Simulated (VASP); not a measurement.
# In2W (P6/mmm) in VASP: notebook

The runs below take In2W through single point, with PBE.

Everything below comes from runs of VASP 6.6.1. Logs are shortened: lines on timing, memory, paths and dates and some standing lists are left out, and cuts for length are marked.

## Step 1: Starting point

It takes space group P6/mmm (No. 191, hexagonal). Conventional cell: a = 4.935 Å, b = 4.935 Å, c = 2.827 Å, α = 90.00°, β = 90.00°, γ = 120.00°. In (site symmetry -6m2) has 5 In at 2.83 to 2.85 Å and 6 W at 3.18 Å as nearest neighbours. W (site symmetry 6/mmm) has 2 W at 2.83 Å and 12 In at 3.18 Å as nearest neighbours.

The cell comes from a database or a generator and needn't be the stable form of this composition.

## Step 2: Single point, PBE (cell and atoms relaxed tightly for response)

INCAR

```
SYSTEM = In2W
ALGO = Fast
EDIFF = 1E-6
ENCUT = 520
GGA = PE
ISIF = 2
ISMEAR = -1
LASPH = .TRUE.
LCHARG = .TRUE.
LELF = .TRUE.
LREAL = .FALSE.
LVHAR = .TRUE.
LWAVE = .FALSE.
NBANDS = 27
NELM = 100
PREC = Accurate
SIGMA = 0.15
```

KPOINTS

```
k-points
0
G
  12 12 14
  0 0 0
```

POSCAR

```
In2W
1.0
    4.9399685200      0.0000000000      0.0000000000
   -2.4699842600      4.2781382322      0.0000000000
    0.0000000000      0.0000000000      2.8261343556
In W
2 1
Direct
    0.3333333333      0.6666666667      0.5000000000
    0.6666666667      0.3333333333      0.5000000000
    0.0000000000      0.0000000000      0.0000000000
```

Potentials or basis: VASP PAW PBE potentials, release 64 (In_d, W_sv).

The run is started by

```console
$ cat potpaw_PBE.64/In_d/POTCAR potpaw_PBE.64/W_sv/POTCAR > POTCAR
$ mpirun -np 1 vasp_std > vasp.out
```

OUTCAR:

```text
SYSTEM = In2W
   EDIFF = 1E-6
   ENCUT = 520
   GGA = PE
   ISIF = 2
   ISMEAR = -1
   LASPH = .TRUE.
   LREAL = .FALSE.
   NELM = 100
   PREC = Accurate

 ion  position               nearest neighbor table
   1  0.333  0.667  0.500-   2 2.85   2 2.85   2 2.85   3 3.18   3 3.18   3 3.18   3 3.18   3 3.18
                             3 3.18   2 4.02   2 4.02   2 4.02   2 4.02   2 4.02   2 4.02
   2  0.667  0.333  0.500-   1 2.85   1 2.85   1 2.85   3 3.18   3 3.18   3 3.18   3 3.18   3 3.18
                             3 3.18   1 4.02   1 4.02   1 4.02   1 4.02   1 4.02   1 4.02
   3  0.000  0.000  0.000-   1 3.18   2 3.18   1 3.18   2 3.18   1 3.18   1 3.18   2 3.18   2 3.18
                             2 3.18   2 3.18   1 3.18   1 3.18

  LATTYP: Found a hexagonal cell.
 ALAT       =     4.9399685200
 C/A-ratio  =     0.5720956205

  Lattice vectors:

 A1 = (   4.9399685200,   0.0000000000,   0.0000000000)
 A2 = (  -2.4699842600,   4.2781382322,   0.0000000000)
 A3 = (   0.0000000000,   0.0000000000,   2.8261343556)

Analysis of symmetry for initial positions (statically):
=====================================================================
 Subroutine PRICEL returns:
 Original cell was already a primitive cell.

 Routine SETGRP: Setting up the symmetry group for a
 hexagonal supercell.

 Subroutine GETGRP returns: Found 24 space group operations
 (whereof 24 operations were pure point group operations)
 out of a pool of 24 trial point group operations.

The static configuration has the point symmetry D_6h.

Analysis of symmetry for dynamics (positions and initial velocities):
=====================================================================
 Subroutine PRICEL returns:
 Original cell was already a primitive cell.

 Routine SETGRP: Setting up the symmetry group for a
 hexagonal supercell.

 Subroutine GETGRP returns: Found 24 space group operations
 (whereof 24 operations were pure point group operations)
 out of a pool of 24 trial point group operations.

The dynamic configuration has the point symmetry D_6h.

 Subroutine INISYM returns: Found 24 space group operations
 (whereof 24 operations are pure point group operations),
 and found     1 'primitive' translations

----------------------------------------------------------------------------------------

                                     Primitive cell

  volume of cell :      59.7272

  direct lattice vectors                    reciprocal lattice vectors
     4.939968520  0.000000000  0.000000000     0.202430440  0.116873269  0.000000000
    -2.469984260  4.278138232  0.000000000     0.000000000  0.233746538  0.000000000
     0.000000000  0.000000000  2.826134356     0.000000000  0.000000000  0.353840219

  length of vectors
     4.939968520  4.939968520  2.826134356     0.233746538  0.233746538  0.353840219

  position of ions in fractional coordinates (direct lattice)
     0.333333333  0.666666667  0.500000000
     0.666666667  0.333333333  0.500000000
     0.000000000  0.000000000  0.000000000

  ion indices of the primitive-cell ions
   primitive index   ion index
                 1           1
                 2           2
                 3           3

----------------------------------------------------------------------------------------

 KPOINTS: k-points

Automatic generation of k-mesh.
 Grid dimensions read from file:
 generate k-points for:   12   12   14

 Generating k-lattice:

  Cartesian coordinates                     Fractional coordinates (reciprocal lattice)
     0.016869203  0.009739439  0.000000000     0.083333333  0.000000000  0.000000000
     0.000000000  0.019478878  0.000000000     0.000000000  0.083333333  0.000000000
     0.000000000  0.000000000  0.025274301     0.000000000  0.000000000  0.071428571

  Length of vectors
     0.019478878  0.019478878  0.025274301

  Shift w.r.t. Gamma in fractional coordinates (k-lattice)
     0.000000000  0.000000000  0.000000000

 Subroutine IBZKPT returns following result:
 ===========================================

 Found    152 irreducible k-points:

 Following reciprocal coordinates:
            Coordinates               Weight
  0.000000  0.000000  0.000000      1.000000
  0.083333  0.000000  0.000000      6.000000
  0.166667  0.000000  0.000000      6.000000
  0.250000  0.000000  0.000000      6.000000
  0.333333 -0.000000  0.000000      6.000000
  0.416667 -0.000000  0.000000      6.000000
[... 16 lines left out ...]
  0.250000  0.000000  0.071429     12.000000
  0.333333 -0.000000  0.071429     12.000000
 [... further k-points ...]
   k-points           NKPTS =    152   k-points in BZ     NKDIM =    152   number of bands    NBANDS=     27
   number of dos      NEDOS =    301   number of ions     NIONS =      3
   total plane-waves  NPLWV =  38400
   dimension x,y,z NGX =    40 NGY =   40 NGZ =   24
   dimension x,y,z NGXF=    80 NGYF=   80 NGZF=   48
   ions per type =               2   1
   NGX,Y,Z   is equivalent  to a cutoff of  13.46, 13.46, 14.12 a.u.
   NGXF,Y,Z  is equivalent  to a cutoff of  26.92, 26.92, 28.24 a.u.
 SYSTEM =  In2W
   PREC   = accura    normal or accurate (medium, high low for compatibility)
   ISTART =      0    job   : 0-new  1-cont  2-samecut
   ICHARG =      2    charge: 1-file 2-atom 10-const
   ISPIN  =      1    spin polarized calculation?
   LNONCOLLINEAR =      F non collinear calculations
   LSORBIT =      F    spin-orbit coupling
   LASPH  =      T    aspherical Exc in radial PAW
   ENCUT  =  520.0 eV  38.22 Ry    6.18 a.u.   9.19  9.19  5.25*2*pi/ulx,y,z
   NELM   =    100;   NELMIN=  2; NELMDL= -5     # of ELM steps
   EDIFF  = 0.1E-05   stopping-criterion for ELM
   LREAL  =      F    real-space projection
   EDIFFG = 0.1E-04   stopping-criterion for IOM
   NSW    =      0    number of steps for IOM
   IBRION =     -1    ionic relax: 0-MD 1-quasi-New 2-CG
   NFREE  =      0    steps in history (QN), initial steepest desc. (CG)
   ISIF   =      2    stress and relaxation
   ISYM   =      2    0-nonsym 1-usesym 2-fastsym
   POTIM  = 0.5000    time-step for ionic-motion
   TEBEG  =    0.0;   TEEND  =   0.0 temperature during run
   PSTRESS=    0.0 pullay stress
   NELECT =      40.0000    total number of electrons
   NUPDOWN=      -1.0000    fix difference up-down
   EMIN   =  10.00;   EMAX   =-10.00  energy-range for DOS
   EFERMI =   0.00;   METHOD = LEGACY
   ISMEAR =    -1;   SIGMA  =   0.15  broadening in eV -4-tet -1-fermi 0-gaus
   EFERMI_NEDOS =   21; number of points for ismear=-14 and -15
   IALGO  =     68    algorithm
   IMIX   =      4    mixing-type and parameters
     AMIX     =   0.40;   BMIX     =  1.00
     AMIX_MAG =   1.60;   BMIX_MAG =  1.00
  volume/ion in A,a.u.               =      19.91       134.35
  Fermi-wavevector in a.u.,A,eV,Ry     =   1.432312  2.706677 27.912584  2.051517
  Thomas-Fermi vector in A             =   2.551953
   LORBIT       =      0    0 simple, 1 ext, 2 COOP (PROOUT), +10 PAW based schemes
   GGA     = PE    functional components
   LHFCALC =     F    Hartree Fock is set to
   AEXX    =    0.0000 exact exchange contribution
   IVDW    =     0    specifies the selected vdW correction
   LEPSILON=     F    determine dielectric tensor
   LRPA    =     F    only Hartree local field effects (RPA)
 non-spin polarized calculation
 RMM-DIIS sequential band-by-band and
  energy-cutoff  :      520.00
  volume of cell :       59.73
 maximum number of plane-waves:      1628
 NGX is ok and might be reduce to    40
   NGX = 19   NGY = 19   NGZ = 11

 number of electron      40.0000001 magnetization

 Free energy of the ion-electron system (eV)
  ---------------------------------------------------
  ext. energy  EPLUGINS =         0.00000000
  ---------------------------------------------------
  free energy    TOTEN  =       -15.90071343 eV

  energy without entropy =      -15.76528677  energy(sigma->0) =      -15.83300010

 E-fermi :  10.0772     XC(G=0): -11.8798

 val. band max:       10.0740572951   @ k =   0.3333   0.3333   0.4286
 cond. band min:      10.0888776736   @ k =   0.1667   0.0833   0.0714
 fundamental gap:      0.0148203785
 Fermi energy:        10.0771785128

 k-point     1 :       0.0000    0.0000    0.0000
  band No.  band energies     occupation
      1     -64.0894      2.00000
      2     -28.2785      2.00000
      3     -28.2785      2.00000
      4     -27.8971      2.00000
      5      -5.4743      2.00000
      6      -5.1636      2.00000
[... 19 lines left out ...]
     26      13.8337      0.00000
     27      18.5943      0.00000

 k-point     2 :       0.0833    0.0000    0.0000
  band No.  band energies     occupation
      1     -64.0895      2.00000
      2     -28.2786      2.00000
      3     -28.2785      2.00000
      4     -27.8971      2.00000
      5      -5.4705      2.00000
      6      -5.1716      2.00000
[... 19 lines left out ...]
     26      14.1707      0.00000
     27      18.7101      0.00000

 k-point     3 :       0.1667    0.0000    0.0000
  band No.  band energies     occupation
      1     -64.0895      2.00000
      2     -28.2789      2.00000
      3     -28.2785      2.00000
      4     -27.8971      2.00000
      5      -5.4596      2.00000
      6      -5.1942      2.00000
[... 19 lines left out ...]
     26      15.2762      0.00000
     27      19.0449      0.00000

 k-point     4 :       0.2500    0.0000    0.0000
  band No.  band energies     occupation
      1     -64.0895      2.00000
      2     -28.2793      2.00000
      3     -28.2786      2.00000
      4     -27.8971      2.00000
      5      -5.4427      2.00000
      6      -5.2275      2.00000
[... 19 lines left out ...]
     26      16.6409      0.00000
     27      19.5658      0.00000
[... 516 lines left out ...]
      4     -27.9300      2.00000
      5      -5.4151      2.00000
      6      -5.1441      2.00000
[... 19 lines left out ...]
     26      15.3526      0.00000
     27      18.0485      0.00000

 k-point    23 :       0.2500    0.0000    0.0714
  band No.  band energies     occupation
      1     -64.0876      2.00000
      2     -28.2758      2.00000
      3     -28.2752      2.00000
      4     -27.9300      2.00000
      5      -5.3984      2.00000
      6      -5.1811      2.00000
[... 19 lines left out ...]
     26      16.7049      0.00000
     27      18.5064      0.00000

 k-point    24 :       0.3333   -0.0000    0.0714
  band No.  band energies     occupation
      1     -64.0876      2.00000
      2     -28.2762      2.00000
      3     -28.2752      2.00000
      4     -27.9301      2.00000
      5      -5.3772      2.00000
      6      -5.2226      2.00000
[... 19 lines left out ...]
     26      17.9708      0.00000
     27      19.0247      0.00000

 [... further k-points ...]
[... 5 lines left out ...]
  --------------------------------------------------------------------------------------
  -------------------------------------------------------------------------------------
  Total        0.0206017      0.0206017      0.0289001      0.0000000      0.0000000      0.0000000
  in kB        0.5526399      0.5526399      0.7752443      0.0000000      0.0000000      0.0000000
  external PRESSURE =       0.6268413 kB  Pullay stress =       0.0000000 kB

 VOLUME and BASIS-vectors are now :
 -----------------------------------------------------------------------------
  energy-cutoff  :      520.00
  volume of cell :       59.73
      direct lattice vectors                 reciprocal lattice vectors
     4.939968520  0.000000000  0.000000000     0.202430440  0.116873269  0.000000000
    -2.469984260  4.278138232  0.000000000     0.000000000  0.233746538  0.000000000
     0.000000000  0.000000000  2.826134356     0.000000000  0.000000000  0.353840219

 POSITION                                       TOTAL-FORCE (eV/Angst)
 -----------------------------------------------------------------------------------
     -0.00000      2.85209      1.41307        -0.000000     -0.000000      0.000000
      2.46998      1.42605      1.41307         0.000000      0.000000     -0.000000
      0.00000      0.00000      0.00000         0.000000      0.000000      0.000000
 -----------------------------------------------------------------------------------
    total drift:                               -0.000000     -0.000000      0.000000

  FREE ENERGIE OF THE ION-ELECTRON SYSTEM (eV)
  ---------------------------------------------------
  free  energy   TOTEN  =       -15.9007134296 eV

  energy  without entropy=      -15.7652867716  energy(sigma->0) =      -15.83300010
```

Run time: 4.6 min. Hardware: 1 thread of Intel Xeon Platinum 8488C (Sapphire Rapids), shared host; peak memory 0.35 GiB.

Results:

```
Free energy            : -15.9007 eV
Pressure               : 0.1 GPa
Band gap on the k mesh : none (metal or under the smearing width)
```

The run has no spin-orbit coupling, so splittings on W are missing.

## Step 3: Single point, PBE

INCAR

```
ALGO     = Fast           # electronic algorithm
EDIFF    = 1E-6           # SCF threshold, eV
ENCUT    = 520            # plane-wave cutoff, eV
GGA      = PE             # functional
ISIF     = 2              # what is computed and relaxed
ISMEAR   = 0              # smearing method
LASPH    = T              # aspherical terms in the spheres
LCHARG   = T              # write CHGCAR
LELF     = T              # ELF
LREAL    = F              # projectors in reciprocal space
LVHAR    = T            
LWAVE    = F              # write WAVECAR
NBANDS   = 27             # bands
NELM     = 100            # most SCF steps
PREC     = Accurate       # precision mode
SIGMA    = 0.1            # smearing width, eV
```

KPOINTS

```
k-points
0
Gamma
  12 12 14
```

POSCAR

```
In2W
1.0
    4.9347219381      0.0000000000      0.0000000000
   -2.4673609691      4.2735945590      0.0000000000
    0.0000000000      0.0000000000      2.8271869821
In W
2 1
Direct
    0.3333333333      0.6666666667      0.5000000000
    0.6666666667      0.3333333333      0.5000000000
    0.0000000000      0.0000000000      0.0000000000
```

Potentials or basis: VASP PAW PBE potentials, release 64 (In_d, W_sv).

The run is started by

```console
$ cat potpaw_PBE.64/In_d/POTCAR potpaw_PBE.64/W_sv/POTCAR > POTCAR
$ mpirun -np 1 vasp_std > vasp.out
```

Run time: 3.1 min. Hardware: 1 thread of AMD EPYC 9R45 (Zen 5), shared host; peak memory 0.32 GiB.

The run converged. Its results:

```yaml
Free_energy: -15.8347 eV
Pressure: 0.1 GPa
Band_gap_on_the_k_mesh: none (metal or under the smearing width)
```

Levels at points of the mesh, in eV from the Fermi level:
| k point | band 17 | band 18 | band 19 | band 20 | band 21 | band 22 | band 23 | band 24 |
| --- | --- | --- | --- | --- | --- | --- | --- | --- |
| (0.00, 0.00, 0.00) | -3.70 | -3.29 | -2.45 | 0.52 | 0.52 | 2.06 | 2.06 | 3.13 |
| (0.50, 0.00, 0.00) | -4.06 | -3.37 | -1.81 | -1.10 | 1.85 | 2.07 | 2.13 | 5.54 |
| (0.00, 0.00, 0.50) | -2.37 | -2.37 | -0.17 | -0.17 | 1.22 | 1.79 | 1.79 | 3.50 |
| (0.50, 0.00, 0.50) | -3.00 | -2.96 | -2.95 | -0.19 | 0.24 | 1.30 | 2.71 | 3.44 |
